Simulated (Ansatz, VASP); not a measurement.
# SnTe in two plane-wave programs, part 2 of 2

One calculation is typed for both programs; each brings its own data sets and cutoff. How far apart do they land? The cell is taken from a series of VASP runs on this material, whose earlier steps may have relaxed, scaled or displaced it; both programs get it as it stands.

VASP 6.6.1 and Ansatz 0.2.0.

So far. Step 4 (Differences): The walks stopped with 0.00 GPa left in Ansatz and -0.01 GPa in VASP; each walk ends within a tolerance, so the volume difference is uncertain by about these residues over the bulk modulus, most in soft cells.

### Step 5. VASP: band structure, HSE06, spin-orbit coupling

Level of this step: HSE06, spin-orbit coupling; plane waves and PAW (Te, Sn_d) (VASP).

Levels along a path test the potential and the projectors away from the mesh points. The cell compared in this pair holds 63.11 Å³, against 60.68 Å³ for the pair before.

The run reads the wave functions of an earlier VASP run, which isn't shown here.

Contents of INCAR:

```
SYSTEM = SnTe
PREC = Accurate
ENCUT = 350
EDIFF = 1E-06
NELM = 100
ISMEAR = 0
SIGMA = 0.03
LREAL = .FALSE.
ALGO = Normal
LHFCALC = .TRUE.
AEXX = 0.25
GGA = PE
HFSCREEN = 0.2
LASPH = .TRUE.
LNONCOLLINEAR = .TRUE.
MAGMOM = 0 0 0 0 0 0
NBANDS = 32
GGA_COMPAT = .FALSE.
LSORBIT = .TRUE.
PRECFOCK = Fast
LORBIT = 11
LWAVE = .FALSE.
LCHARG = .FALSE.
KPAR = 4
```

Contents of POSCAR:

```
SnTe
1.0
    0.0000000000      3.1600000000      3.1600000000
    3.1600000000      0.0000000000      3.1600000000
    3.1600000000      3.1600000000      0.0000000000
Te Sn
1 1
Direct
    0.5000000000      0.5000000000      0.5000000000
    0.0000000000      0.0000000000      0.0000000000
```

Contents of KPOINTS:

```
Automatic mesh
0
Gamma
4 4 4
0 0 0
```

Contents of KPOINTS_OPT:

```
Line mode
10
Line-mode
Reciprocal
  0.00000000   0.00000000   0.00000000 GAMMA
  0.50000000   0.00000000   0.50000000 X

  0.50000000   0.00000000   0.50000000 X
  0.50000000   0.25000000   0.75000000 W

  0.50000000   0.25000000   0.75000000 W
  0.37500000   0.37500000   0.75000000 K

  0.37500000   0.37500000   0.75000000 K
  0.00000000   0.00000000   0.00000000 GAMMA

  0.00000000   0.00000000   0.00000000 GAMMA
  0.50000000   0.50000000   0.50000000 L

  0.50000000   0.50000000   0.50000000 L
  0.62500000   0.25000000   0.62500000 U

  0.62500000   0.25000000   0.62500000 U
  0.50000000   0.25000000   0.75000000 W

  0.50000000   0.25000000   0.75000000 W
  0.50000000   0.50000000   0.50000000 L

  0.50000000   0.50000000   0.50000000 L
  0.37500000   0.37500000   0.75000000 K

  0.62500000   0.25000000   0.62500000 U
  0.50000000   0.00000000   0.50000000 X
```

The projector-augmented-wave data sets are Te and Sn_d (PBE family, release 64).

The run is started by

```
$ mpirun -np 4 vasp_ncl
```

Numbers of over 12 decimals in the logs are rounded to 6 here.

The log of the run:

```text
[banner, memory and clock lines left out]
running    4 mpi-ranks, on    1 nodes
[...]
LDA part: xc-table for (Slater+PW92), standard interpolation
 found WAVECAR, reading the header
 POSCAR, INCAR and KPOINTS ok, starting setup
[...]
reading WAVECAR
 the WAVECAR file was read successfully
 initial charge from wavefunction
 entering main loop
       N       E                     dE             d eps       ncg     rms          rms(c)
DAV:   1    -0.918205457332E+01   -0.91821E+01   -0.17312E+00   568   0.140E+01    0.108E+01
DAV:   2    -0.919199060975E+01   -0.99360E-02   -0.68802E-02   616   0.192E+00    0.701E+00
DAV:   3    -0.918894734304E+01    0.30433E-02   -0.59830E-03   704   0.865E-01    0.439E+00
DAV:   4    -0.918830359669E+01    0.64375E-03   -0.13554E-03   584   0.337E-01    0.264E+00
[...]
DAV:  11    -0.918823259270E+01   -0.25320E-05   -0.22973E-07   296   0.427E-03    0.771E-02
DAV:  12    -0.918823405826E+01   -0.14656E-05   -0.88026E-08   304   0.295E-03    0.467E-02
DAV:  13    -0.918823492845E+01   -0.87020E-06   -0.46239E-08   304   0.196E-03
   1 F= -.91882349E+01 E0= -.91882349E+01  d E =-.537026E-07  mag=     0.0000    -0.0000     0.0000
 Start KPOINTS_OPT (optional k-point list driver)
k-point batch [1-8\100]
       N       E                     dE             ncg
DAV:   1     0.174540966122E+03   -0.98025E+03      528
DAV:   2    -0.114154495883E+04   -0.13161E+04      544
DAV:   3    -0.132580681884E+04   -0.18426E+03      632
DAV:   4    -0.133575460116E+04   -0.99478E+01      584
DAV:   5    -0.133616237179E+04   -0.40777E+00      784
DAV:   6    -0.133616821257E+04   -0.58408E-02      696
DAV:   7    -0.133616834371E+04   -0.13114E-03      776
DAV:   8    -0.133616834615E+04   -0.24444E-05      608
DAV:   9    -0.133616834622E+04   -0.70898E-07      448
[...]
k-point batch [97-100\100]
       N       E                     dE             ncg
DAV:   1     0.215801753551E+04   -0.20645E+04      272
DAV:   2     0.149372073563E+04   -0.66430E+03      256
DAV:   3     0.140725084298E+04   -0.86470E+02      320
DAV:   4     0.140325957217E+04   -0.39913E+01      312
DAV:   5     0.140311976376E+04   -0.13981E+00      400
DAV:   6     0.140311763287E+04   -0.21309E-02      392
DAV:   7     0.140311758974E+04   -0.43122E-04      408
DAV:   8     0.140311758893E+04   -0.81449E-06      320
```

From OUTCAR (step 5):

```text
 POSITION                                       TOTAL-FORCE (eV/Angst)
 -----------------------------------------------------------------------------------
      3.16000      3.16000      3.16000        -0.000000     -0.000000      0.000000
      0.00000      0.00000      0.00000         0.000000      0.000000     -0.000000
 -----------------------------------------------------------------------------------
    total drift:                               -0.000001     -0.000001     -0.000001

  FREE ENERGIE OF THE ION-ELECTRON SYSTEM (eV)
  ---------------------------------------------------
  free  energy   TOTEN  =        -9.1882349285 eV

  energy  without entropy=       -9.1882348748  energy(sigma->0) =       -9.18823490

 magnetization (x)
# of ion       s       p       d       tot
------------------------------------------
    1       -0.000  -0.000   0.000  -0.000
    2        0.000  -0.000   0.000  -0.000
--------------------------------------------------
tot         -0.000  -0.000   0.000  -0.000

 magnetization (y)
# of ion       s       p       d       tot
------------------------------------------
    1        0.000   0.000   0.000   0.000
    2        0.000   0.000   0.000   0.000
--------------------------------------------------
tot          0.000   0.000   0.000   0.000

 magnetization (z)
# of ion       s       p       d       tot
------------------------------------------
    1        0.000   0.000   0.000   0.000
    2        0.000  -0.000   0.000   0.000
--------------------------------------------------
tot          0.000   0.000   0.000   0.000

[... 3 further parts left out ...]
[key lines of the parts left out:]
E-fermi :   6.8056
```

### Step 6. Ansatz: band structure, HSE06, spin-orbit coupling

The same cell, functional, mesh and smearing now go to Ansatz, which takes its cutoff from its data sets.

The cell is taken from a series of VASP runs on this material, whose earlier steps may have relaxed, scaled or displaced it; both programs get it as it stands.

Contents of input.yaml:

```yaml
crystal:
  lattice:
    - [0.0, 3.16, 3.16]
    - [3.16, 0.0, 3.16]
    - [3.16, 3.16, 0.0]
  atoms:
    - { symbol: Te, position: [0.5, 0.5, 0.5] }
    - { symbol: Sn, position: [0.0, 0.0, 0.0] }
hamiltonian:
  xc: { exchange: pbe, correlation: pbe, exx: { coeff: 0.25, omega: 0.2 } }
  pseudopotentials: { kind: paw_fr }
magnetization:
  noncollinear: true
  spin_orbit: true
kpoints:
  mp_grid: { grid: [4, 4, 4] }
  band_path:
    path:
      - [0.0, 0.0, 0.0]
      - [0.5, 0.0, 0.5]
      - [0.5, 0.22222, 0.72222]
      - [0.40278, 0.34722, 0.75]
      - [0.125, 0.125, 0.25]
      - [0.27778, 0.27778, 0.27778]
      - [0.5, 0.5, 0.5]
      - [0.55556, 0.38889, 0.55556]
      - [0.58333, 0.25, 0.66667]
      - [0.5, 0.30556, 0.69444]
      - [0.48611, 0.48611, 0.52778]
      - [0.625, 0.25, 0.625]
      - [0.5, 0.0, 0.5]
    npoints: 1
scf:
  occupations: { method: gaussian, width: 0.03 }
  n_extra_bands: 14
output:
  forces: true
  stress: true
  eigenvalues: true
```

The run is started by

```
$ ansatz run input.yaml --threads 4 --pin off --max-ram 9216MiB --backend cpu --events-out ev --progress --plain --runs-dir out
```

The log of the run:

```text
[...]
k-point 0: bands = [... 26 lower, 7.2113, 7.2113, 7.2113, 7.2113, 12.6834, 12.6834, 13.6039, 13.6039, ... 10 higher]
  k-point 1: bands = [... 26 lower, 7.3195, 7.3195, 8.4746, 8.4746, 10.8897, 10.8897, 11.5242, 11.5242, ... 10 higher]
  k-point 2: bands = [... 26 lower, 7.5473, 7.5473, 9.4493, 9.4493, 9.6265, 9.6265, 9.9675, 9.9675, ... 10 higher]
  k-point 7: bands = [... 26 lower, 4.0347, 4.0347, 8.4098, 8.4098, 10.5350, 10.5350, 14.4152, 14.4152, ... 10 higher]
[key lines of the parts left out:]
Magnetization: |M| = 0.0000 μB,  M = (+0.0000, +0.0000, +0.0000) μB
Free energy (F): -13009.091127 eV
Fermi energy:    9.537866 eV
P = ⅓ Tr σ = -0.1804 GPa (-1.804 kbar)
```

The job ended after 3.4 min (4 threads of Arm Neoverse V1, shared host; peak memory 1.4 GiB; 12 min of CPU time).

### Step 7. Side by side

What differs besides the data sets and the points named for the pairs above, as far as they apply: spin-orbit coupling enters by fully relativistic files in Ansatz and inside the spheres in VASP; exact exchange at q = 0 is treated differently, which shows on coarse meshes; VASP keeps PBE cores, Ansatz makes them for the functional; the data sets hold 30 valence electrons in Ansatz (fully relativistic PAW (standard-fr) files) and 20 in VASP; the cutoff is 420 eV in Ansatz and 350 eV in VASP; VASP takes a coarser grid for exact exchange (PRECFOCK = Fast). Total energies have different zeros and are not compared.

The two programs side by side:

| quantity | Ansatz | VASP | difference |
| --- | --- | --- | --- |
| gap over the path points (eV) | 0.177 | 0.195 | -0.018 |

Levels at points of the path, from each program's valence-band top (eV; 8 filled, then empty):

| k (reciprocal lattice) | Ansatz | VASP |
| --- | --- | --- |
| 0.000 0.000 0.000 | -5.06 -5.06 -3.17 -3.17 -2.24 -2.24 -2.24 -2.24 3.23 3.23 4.16 4.16 4.16 4.16 | -5.10 -5.10 -3.10 -3.10 -2.24 -2.24 -2.24 -2.24 3.31 3.31 4.18 4.18 4.18 4.18 |
| 0.500 0.000 0.500 | -7.12 -7.12 -6.35 -6.35 -4.55 -4.55 -4.04 -4.04 2.45 2.45 5.12 5.12 5.92 5.92 | -7.11 -7.11 -6.33 -6.33 -4.51 -4.51 -4.04 -4.04 2.47 2.47 5.20 5.20 5.94 5.94 |
| 0.500 0.222 0.722 | -8.17 -8.17 -5.69 -5.69 -5.31 -5.31 -1.23 -1.23 1.30 1.30 4.63 4.63 5.50 5.50 | -8.14 -8.14 -5.67 -5.67 -5.30 -5.30 -1.21 -1.21 1.30 1.30 4.66 4.66 5.52 5.52 |
| 0.403 0.347 0.750 | -8.25 -8.25 -5.88 -5.88 -4.14 -4.14 -2.62 -2.62 2.75 2.75 3.91 3.91 4.93 4.93 | -8.23 -8.23 -5.86 -5.86 -4.12 -4.12 -2.61 -2.61 2.77 2.77 3.93 3.93 4.94 4.94 |
| 0.125 0.125 0.250 | -6.75 -6.75 -3.35 -3.35 -2.12 -2.12 -0.94 -0.94 1.51 1.51 1.98 1.98 3.87 3.87 | -6.76 -6.76 -3.31 -3.31 -2.11 -2.11 -0.95 -0.95 1.55 1.55 1.99 1.99 3.90 3.90 |
| 0.278 0.278 0.278 | -7.75 -7.75 -2.77 -2.77 -2.10 -2.10 -0.83 -0.83 1.21 1.21 1.83 1.83 1.86 1.86 | -7.74 -7.74 -2.72 -2.72 -2.10 -2.10 -0.84 -0.84 1.26 1.26 1.84 1.84 1.86 1.86 |
| 0.500 0.500 0.500 | -9.31 -9.31 -2.55 -2.55 -1.90 -1.90 0.00 0.00 0.18 0.18 0.52 0.52 0.75 0.75 | -9.29 -9.29 -2.50 -2.50 -1.91 -1.91 0.00 0.00 0.20 0.20 0.52 0.52 0.77 0.77 |
| 0.556 0.389 0.556 | -9.05 -9.05 -3.99 -3.99 -2.84 -2.84 -1.61 -1.61 1.35 1.35 1.78 1.78 3.39 3.39 | -9.03 -9.03 -3.96 -3.96 -2.82 -2.82 -1.60 -1.60 1.38 1.38 1.77 1.77 3.42 3.42 |
| 0.583 0.250 0.667 | -8.24 -8.24 -5.86 -5.86 -4.39 -4.39 -2.33 -2.33 2.43 2.43 4.04 4.04 5.19 5.19 | -8.22 -8.22 -5.84 -5.84 -4.37 -4.37 -2.32 -2.32 2.45 2.45 4.06 4.06 5.21 5.21 |
| 0.500 0.306 0.694 | -8.40 -8.40 -5.30 -5.30 -5.05 -5.05 -1.07 -1.07 0.99 0.99 4.85 4.85 5.18 5.18 | -8.38 -8.38 -5.28 -5.28 -5.04 -5.04 -1.05 -1.05 0.99 0.99 4.88 4.88 5.19 5.19 |

Among the levels compared at these points, filled levels agree within 70 meV and empty ones within 76 meV.

### Step 8. Results

- difference in volume (relaxation of cell and atoms, LDA): -0.20 %
- difference in gap over the path points (band structure, HSE06, spin-orbit coupling): -0.018 eV

What this shows: The difference in gap over the path points is -0.018 eV (band structure, HSE06, spin-orbit coupling), within the 0.08 eV picked in this series as the mark of a large difference. How closely two codes agree says nothing of how well the functional describes the real material.

[Lines on the potential files, build, host, timing and source positions are cut from VASP's logs without a mark.]

[Logs are printed without paths, hosts, clocks, repeated set-up lines and the standing remarks that a program may print on its own settings, such as how far it seeks lower states.]

[Hosts, paths, dates, database ids (printed as entryN), source tags and the programs' standing remarks are cut or masked in the printed files.]
